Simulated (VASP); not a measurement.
# A VASP study of Zr2Ir (PBEsol): structure first, properties next

What structure and properties does PBEsol give Zr2Ir, and how near are they to the measured ones? The steps: relaxing cell and atoms (PBEsol), second relaxation, single point with fields (PBEsol), band structure (PBEsol), total and projected DOS (PBEsol), vibrations at Γ (PBEsol) and field gradients at the nuclei (PBEsol). The start is a computed cell from the Materials Project.

Program: VASP 6.6.1. Level of theory: PBEsol; plane waves and PAW (Zr_sv, Ir). Results are calculated unless marked as measured.

**What experiment says.**

For Zr2Ir, tetragonal CuAl2 type (arc-melted polycrystal annealed at 750 C, 300 K), “Superconducting ground state of nonsymmorphic superconducting compound Zr2Ir” (2021, arxiv:2106.00268) gives, by powder XRD, Rietveld refinement: lattice constant c 5.66 ± 0.01 Å [room-temperature value].

Report form: the programs' logs are mostly left out.

### Step 1. Set-up

Before any relaxation, the start is as follows. The structure is tetragonal, space group I4/mcm (No. 140). Conventional cell: a = 6.502 Å, b = 6.502 Å, c = 5.794 Å, α = 90.00°, β = 90.00°, γ = 90.00°. Zr has 4 Ir at 2.81 Å nearest. Nearest to Ir lie 8 Zr at 2.81 Å and 2 Ir at 2.90 Å. Farther neighbours are not listed.

### Step 2. Relaxing cell and atoms (PBEsol)

Properties are meant for the cell that this level of theory prefers, so cell and atoms are relaxed first (ISIF = 3) until forces and stress are small; EDIFFG sets the threshold. PBEsol restores the gradient expansion of exchange and is tuned for the cells of solids.

Input file INCAR:

```
SYSTEM = Zr2Ir
PREC = Accurate
ENCUT = 400
EDIFF = 1E-06
NELM = 100
ISMEAR = 1
SIGMA = 0.2
LREAL = .FALSE.
ALGO = Normal
GGA = PS
NBANDS = 40
LASPH = .TRUE.
LORBIT = 11
LWAVE = .FALSE.
LCHARG = .FALSE.
KPAR = 4
IBRION = 2
NSW = 60
ISIF = 3
EDIFFG = -0.01
```

Input file POSCAR:

```
Zr2Ir
1.0
   -3.2508875500      3.2508875500      2.8968374800
    3.2508875500     -3.2508875500      2.8968374800
    3.2508875500      3.2508875500     -2.8968374800
Zr Ir
4 2
Direct
    0.6739740600      0.1739740600      0.8479481200
    0.3260259400      0.8260259400      0.1520518800
    0.8260259400      0.6739740600      0.5000000000
    0.1739740600      0.3260259400      0.5000000000
    0.7500000000      0.7500000000      0.0000000000
    0.2500000000      0.2500000000      0.0000000000
```

Input file KPOINTS:

```
Automatic mesh
0
Gamma
5 5 5
0 0 0
```

Potentials, in the order of the species: Zr_sv and Ir (PBE family, release 64).

Launch:

```console
mpirun -np 4 vasp_std
```

Elapsed: 2.8 min, on 4 MPI ranks of AMD EPYC 7R43, shared host; peak memory 0.85 GiB; 11 min of CPU time.

The k-mesh is coarse for a metal. The PAW data sets were made with PBE, which is usual practice but a small mismatch for other functionals. The run keeps the 16 symmetry operations of its start, so it cannot find a distortion of lower symmetry.

Step by step:

| step | energy less that of the first step (eV) | largest force (eV/Å) | pressure (GPa) | volume (Å³) |
| --- | --- | --- | --- | --- |
| 1 | 0.0000 | 0.0352 | -4.53 | 122.46 |
| 2 | 0.1461 | 0.5874 | 10.49 | 112.50 |
| 3 | -0.0528 | 0.2043 | 0.03 | 118.98 |
| 4 | -0.0528 | 0.2079 | 0.12 | 118.91 |
| 5 | -0.0616 | 0.1641 | 0.05 | 118.75 |
| 6 | -0.0669 | 0.0933 | -0.04 | 118.49 |
| 7 | -0.0699 | 0.0026 | -0.09 | 118.32 |
| 8 | -0.0699 | 0.0038 | -0.10 | 118.31 |
| 9 | -0.0698 | 0.0085 | 0.26 | 118.06 |
| 10 | -0.0700 | 0.0002 | 0.01 | 118.24 |

| conventional cell, symmetrised | before | after | change |
| --- | --- | --- | --- |
| a (Å) | 6.502 | 6.460 | -0.6 % |
| b (Å) | 6.502 | 6.460 | -0.6 % |
| c (Å) | 5.794 | 5.667 | -2.2 % |
| volume (Å³/atom) | 20.41 | 19.71 | -3.4 % |

The atoms that moved most (Å, as changes of fractional coordinates times the final cell):

| atom | dx | dy | dz | length |
| --- | --- | --- | --- | --- |
| Zr2 | 0.024 | 0.024 | 0.000 | 0.034 |
| Zr1 | -0.024 | -0.024 | 0.000 | 0.034 |
| Zr3 | -0.024 | 0.024 | 0.000 | 0.034 |
| Zr4 | 0.024 | -0.024 | 0.000 | 0.034 |

Final coordinates:

```xyz
6
Lattice="-3.2300 3.2300 2.8333 3.2300 -3.2300 2.8333 3.2300 3.2300 -2.8333" Properties=species:S:1:pos:R:3 pbc="T T T"
Zr    1.1000    4.3299    0.0000
Zr    2.1300   -1.1000    2.8333
Zr    1.1000    2.1300    2.8333
Zr    2.1300    1.1000    0.0000
Ir    0.0000    0.0000    4.2500
Ir    0.0000    0.0000    1.4167
```

This step gave:

| Quantity | Value |
| --- | --- |
| electrons | 66 |
| bands | 40 |
| irreducible k points | 18 |
| symmetry operations | 16 |
| free energy (TOTEN) | -60.0379 eV |
| energy at zero smearing | -60.0375 eV |
| Fermi energy | 9.238 eV |
| pressure | 0.01451 GPa |
| metallic | yes |
| SCF cycles over all ionic steps | 85 |

It ends with forces under 0.001 eV/Å and a pressure of 0.01 GPa.

### Step 3. Second relaxation

A relaxation keeps the plane waves of the cell it began with, so it is repeated from the new cell, on a basis made for it.

INCAR is that of step 2.

Input file POSCAR:

```
Zr2Ir
1.0
   -3.2299631517      3.2299631517      2.8333334384
    3.2299631517     -3.2299631517      2.8333334384
    3.2299631517      3.2299631517     -2.8333334384
Zr Ir
4 2
Direct
    0.6702729772      0.1702729772      0.8405459545
    0.3297270228      0.8297270228      0.1594540455
    0.8297270228      0.6702729772      0.5000000000
    0.1702729772      0.3297270228      0.5000000000
    0.7500000000      0.7500000000      0.0000000000
    0.2500000000      0.2500000000      0.0000000000
```

KPOINTS is that of step 2.

Launch:

```console
mpirun -np 4 vasp_std
```

Elapsed: 29 s, on 4 MPI ranks; peak memory 0.81 GiB.

Little changed from the start: no atom moved by 0.005 Å and no cell edge by 0.1 %.

This step gave:

```
free energy (TOTEN)             : -60.0334 eV
energy at zero smearing         : -60.0330 eV
Fermi energy                    : 9.239 eV
pressure                        : -0.04739 GPa
SCF cycles over all ionic steps : 14
```

It ends with a largest force of 0.001 eV/Å and a pressure of -0.05 GPa. The volume moved by under 0.01 %: the run met its threshold at the first step.

### Step 4. Single point with fields (PBEsol)

The relaxed cell gets a fresh self-consistent run, on a basis set for its own volume, to fix the density and to check the remaining stress.

INCAR, as its differences from that of step 3:

```diff
@@ -14,7 +14,5 @@
 LWAVE = .FALSE.
-LCHARG = .FALSE.
-KPAR = 4
-IBRION = 2
-NSW = 60
-ISIF = 3
-EDIFFG = -0.01
+LCHARG = .TRUE.
+ISIF = 2
+LELF = .TRUE.
+LVHAR = .TRUE.
```

POSCAR is that of step 3.

KPOINTS is that of step 3.

Launch:

```console
mpirun -np 4 vasp_std
```

The job ended after 28 s (4 MPI ranks; peak memory 0.45 GiB; 1.7 min of CPU time).

Numbers from this step:

```yaml
electronic_steps: 14
```

Valence electrons inside each PAW sphere by angular momentum. Sphere charges, by row:

| atom | s (e) | p (e) | d (e) | tot (e) |
| --- | --- | --- | --- | --- |
| Zr1 | 2.223 | 5.982 | 1.615 | 9.82 |
| Zr2 | 2.223 | 5.982 | 1.615 | 9.82 |
| Zr3 | 2.223 | 5.982 | 1.615 | 9.82 |
| Zr4 | 2.223 | 5.982 | 1.615 | 9.82 |
| Ir5 | 0.814 | 0.616 | 7.094 | 8.524 |
| Ir6 | 0.814 | 0.616 | 7.094 | 8.524 |

Electrostatic potential energy in the ab plane of the conventional cell at fractional z = 0.000, with atoms of Zr within 0.2 Å of it. With pseudopotentials it is smooth inside the atoms' cores, unlike the true potential.

Ten even steps from '0' (-69 eV) to '9' (1 eV), each cell a mean:
```
999999999975568999
999999999841126999
998899999720014899
975458999730014899
841025999852237999
720004899987679999
730015899999999999
863247999999999999
987789999999999999
999999999999975568
999999999999741126
999998899999620015
999974468999720015
999731126999852247
999620015899987679
999720015999999999
999853247999999999
999987789999899999
```
Columns run along a (6.5 Å; values clipped at the 3rd and 97th percentile), rows up along b (6.5 Å), edges of the conventional cell, whose origin can differ from the input's. Atoms in or near the plane, at fractional coordinates: Zr at (0.17, 0.67), Zr at (0.83, 0.33), Zr at (0.67, 0.83), Zr at (0.33, 0.17).

ELF in the ab plane of the conventional cell at fractional z = 0.000, with atoms of Zr within 0.2 Å of it. It is the smooth field of the valence electrons, not physical close to the nuclei.

Values, 10 rows by 16 columns, each cell a mean:
```
0.43 0.41 0.35 0.23 0.17 0.22 0.29 0.27 0.26 0.48 0.64 0.61 0.37 0.20 0.36 0.43
0.27 0.23 0.27 0.27 0.22 0.26 0.32 0.18 0.34 0.74 0.78 0.79 0.70 0.24 0.22 0.33
0.23 0.61 0.75 0.77 0.62 0.22 0.19 0.18 0.19 0.48 0.67 0.68 0.51 0.22 0.20 0.15
0.33 0.72 0.79 0.79 0.66 0.23 0.26 0.38 0.34 0.26 0.21 0.19 0.20 0.29 0.36 0.21
0.25 0.35 0.48 0.44 0.26 0.23 0.39 0.43 0.43 0.43 0.37 0.22 0.15 0.18 0.25 0.27
0.24 0.30 0.25 0.18 0.18 0.30 0.40 0.43 0.43 0.41 0.26 0.26 0.53 0.65 0.56 0.33
0.16 0.27 0.31 0.22 0.25 0.27 0.24 0.24 0.32 0.29 0.17 0.52 0.79 0.78 0.79 0.54
0.15 0.20 0.17 0.44 0.74 0.77 0.71 0.39 0.13 0.20 0.18 0.36 0.64 0.69 0.59 0.30
0.38 0.33 0.18 0.47 0.78 0.78 0.78 0.53 0.19 0.30 0.34 0.22 0.19 0.20 0.24 0.30
0.43 0.42 0.30 0.19 0.37 0.49 0.42 0.28 0.25 0.26 0.21 0.15 0.17 0.31 0.42 0.43
```
Columns run along a (6.5 Å), rows up along b (6.5 Å), edges of the conventional cell, whose origin can differ from the input's. Atoms in or near the plane, at fractional coordinates: Zr at (0.17, 0.67), Zr at (0.83, 0.33), Zr at (0.67, 0.83), Zr at (0.33, 0.17).

Valence density in the ab plane of the conventional cell at fractional z = 0.000, with atoms of Zr within 0.2 Å of it. It is the smooth field of the valence electrons, not physical close to the nuclei.

Ten even steps from '0' (0.1 e/Å³) to '9' (5.7 e/Å³), each cell a mean:
```
000000000001110000
000000000025641000
000000000048962000
001210000037962000
026741000013430000
048972000000100000
037861000000000000
013420000000000000
000000000000000000
000000000000001110
000000000000025631
000000000000149961
000002210000048951
000036641000014420
000149961000000100
000037851000000000
000013420000000000
000000000000000000
```
Columns run along a (6.5 Å), rows up along b (6.5 Å), edges of the conventional cell, whose origin can differ from the input's. Atoms in or near the plane, at fractional coordinates: Zr at (0.17, 0.67), Zr at (0.83, 0.33), Zr at (0.67, 0.83), Zr at (0.33, 0.17).

In this run the pressure is -0.05 GPa, small enough to go on.

### Step 5. Band structure (PBEsol)

Levels along the symmetry lines show where the bands peak and cross; KPOINTS_OPT computes them in the converged potential.

Input file INCAR:

```
SYSTEM = Zr2Ir
PREC = Accurate
ENCUT = 400
EDIFF = 1E-06
NELM = 100
ISMEAR = 1
SIGMA = 0.2
LREAL = .FALSE.
ALGO = Normal
GGA = PS
NBANDS = 50
LASPH = .TRUE.
LORBIT = 11
LWAVE = .FALSE.
LCHARG = .FALSE.
KPAR = 4
```

POSCAR is that of step 4.

KPOINTS is that of step 4.

Input file KPOINTS_OPT:

```
Line mode
16
Line-mode
Reciprocal
  0.00000000   0.00000000   0.00000000 GAMMA
  0.00000000   0.00000000   0.50000000 X

  0.00000000   0.00000000   0.50000000 X
 -0.50000000   0.50000000   0.50000000 M

 -0.50000000   0.50000000   0.50000000 M
  0.00000000   0.00000000   0.00000000 GAMMA

  0.00000000   0.00000000   0.00000000 GAMMA
  0.44237129   0.44237129  -0.44237129 Z

  0.44237129   0.44237129  -0.44237129 Z
  0.25000000   0.25000000   0.25000000 P

  0.25000000   0.25000000   0.25000000 P
  0.00000000   0.50000000   0.00000000 N

  0.00000000   0.50000000   0.00000000 N
 -0.44237129   0.55762871   0.44237129 Z1

 -0.44237129   0.55762871   0.44237129 Z1
 -0.50000000   0.50000000   0.50000000 M

  0.00000000   0.00000000   0.50000000 X
  0.25000000   0.25000000   0.25000000 P
```

Launch:

```console
mpirun -np 4 vasp_std
```

Elapsed: 2.7 min, on 4 MPI ranks; peak memory 1 GiB; 11 min of CPU time.

Spin-orbit coupling is off here; with elements this heavy it splits and shifts levels by tenths of an eV or more.

This step gave:

```
bands    : 50
pressure : -0.04592 GPa
```

The electronic bands at the labelled points (eV, zero at the Fermi level; # counts the bands kept):

| point | #14 | #15 | #16 | #17 | #18 | #19 | #20 | #21 |
| --- | --- | --- | --- | --- | --- | --- | --- | --- |
| Γ | -0.69 | -0.27 | 0.47 | 0.47 | 0.49 | 0.49 | 0.50 | 0.76 |
| 0.47 of the way | -0.66 | -0.36 | -0.03 | 0.02 | 0.13 | 0.34 | 0.57 | 0.91 |
| X | -0.83 | -0.56 | -0.48 | 0.23 | 0.26 | 0.40 | 0.50 | 0.66 |
| 0.47 of the way | -0.86 | -0.64 | -0.63 | -0.38 | 0.02 | 0.41 | 0.93 | 1.14 |
| M | -1.83 | -0.34 | -0.21 | -0.21 | -0.16 | -0.14 | 1.46 | 1.46 |
| 0.47 of the way | -1.40 | -0.67 | -0.52 | 0.15 | 0.20 | 0.24 | 0.61 | 0.85 |
| Γ | -0.69 | -0.27 | 0.47 | 0.47 | 0.49 | 0.49 | 0.50 | 0.76 |
| 0.47 of the way | -1.51 | -1.44 | -0.51 | -0.28 | -0.28 | 1.16 | 1.16 | 1.42 |
| Z | -1.91 | -0.63 | -0.25 | -0.25 | -0.16 | 0.04 | 1.55 | 1.55 |
| 0.47 of the way | -1.27 | -1.08 | -0.66 | -0.32 | 0.11 | 0.79 | 1.11 | 1.24 |
| P | -2.27 | -0.14 | -0.14 | -0.02 | -0.02 | 0.42 | 0.42 | 1.29 |
| 0.47 of the way | -1.89 | -0.41 | -0.41 | 0.04 | 0.04 | 0.66 | 0.66 | 1.35 |
| N | -1.66 | -0.34 | -0.34 | -0.06 | -0.06 | 0.66 | 0.66 | 1.44 |
| 0.47 of the way | -1.67 | -0.91 | -0.77 | -0.31 | 0.37 | 0.38 | 1.07 | 1.65 |
| Z1 | -1.91 | -0.63 | -0.25 | -0.25 | -0.16 | 0.04 | 1.55 | 1.55 |
| 0.47 of the way | -1.85 | -0.45 | -0.22 | -0.22 | -0.15 | -0.08 | 1.50 | 1.50 |
| M | -1.83 | -0.34 | -0.21 | -0.21 | -0.16 | -0.14 | 1.46 | 1.46 |
| jump to X | -0.83 | -0.56 | -0.48 | 0.23 | 0.26 | 0.40 | 0.50 | 0.66 |
| 0.47 of the way | -1.36 | -0.46 | -0.44 | 0.18 | 0.33 | 0.34 | 0.49 | 0.82 |
| P | -2.27 | -0.14 | -0.14 | -0.02 | -0.02 | 0.42 | 0.42 | 1.29 |

Of the projections kept (Zr, Ir), the largest for each band there; the rest of the weight can lie on other orbitals:

| point | #14 | #15 | #16 | #17 | #18 | #19 | #20 | #21 |
| --- | --- | --- | --- | --- | --- | --- | --- | --- |
| Γ | Zr 0.90 | Ir 0.54 | Zr 0.67 | Zr 0.67 | Zr 0.60 | Zr 0.60 | Zr 0.83 | Ir 0.58 |
| X | Zr 0.54 | Zr 0.76 | Ir 0.60 | Zr 0.85 | Zr 0.57 | Zr 0.56 | Zr 0.89 | Zr 0.72 |
| M | Ir 0.72 | Zr 0.79 | Ir 0.60 | Ir 0.60 | Zr 0.99 | Zr 0.89 | Zr 0.83 | Zr 0.83 |
| Γ | Zr 0.90 | Ir 0.54 | Zr 0.67 | Zr 0.67 | Zr 0.60 | Zr 0.60 | Zr 0.83 | Ir 0.58 |
| Z | Ir 0.74 | Zr 0.76 | Zr 0.50 | Zr 0.50 | Zr 0.84 | Zr 0.96 | Zr 0.83 | Zr 0.83 |
| P | Zr 0.69 | Zr 0.89 | Zr 0.89 | Zr 0.75 | Zr 0.75 | Zr 0.69 | Zr 0.69 | Zr 0.66 |

There is no gap at this level.

### Step 6. Total and projected DOS (PBEsol)

Here the states are counted by energy and projected on the atoms. The mesh is finer than in the run before.

INCAR, as its differences from that of step 5:

```diff
@@ -5,3 +5,3 @@
 NELM = 100
-ISMEAR = 1
+ISMEAR = -5
 SIGMA = 0.2
@@ -16 +16,2 @@
 KPAR = 4
+NEDOS = 2001
```

POSCAR is that of step 5.

Input file KPOINTS:

```
Automatic mesh
0
Gamma
8 8 8
0 0 0
```

Launch:

```console
mpirun -np 4 vasp_std
```

Elapsed: 90 s, on 4 MPI ranks; peak memory 1.2 GiB.

With tetrahedra the forces and stress of a metal are not exact derivatives of the energy.

This step gave:

| Quantity | Value |
| --- | --- |
| electronic steps | 16 |
| irreducible k points | 59 |
| free energy (TOTEN) | -60.0162 eV |
| Fermi energy | 9.265 eV |
| pressure | -0.09386 GPa |
| DOS at the Fermi level | 7.957 states/eV/cell |

(Part 1 of 2 ends here.)

[Lines on the potential files, build, host, timing and source positions are cut from VASP's logs without a mark.]

[Logs are printed without paths, hosts, clocks, repeated set-up lines and the standing remarks that a program may print on its own settings, such as how far it seeks lower states.]

[Hosts, paths, dates, database ids (printed as entryN), source tags and the programs' standing remarks are cut or masked in the printed files.]

[A measured line is paired with the nearest computed mode of its activity, which favours agreement.]
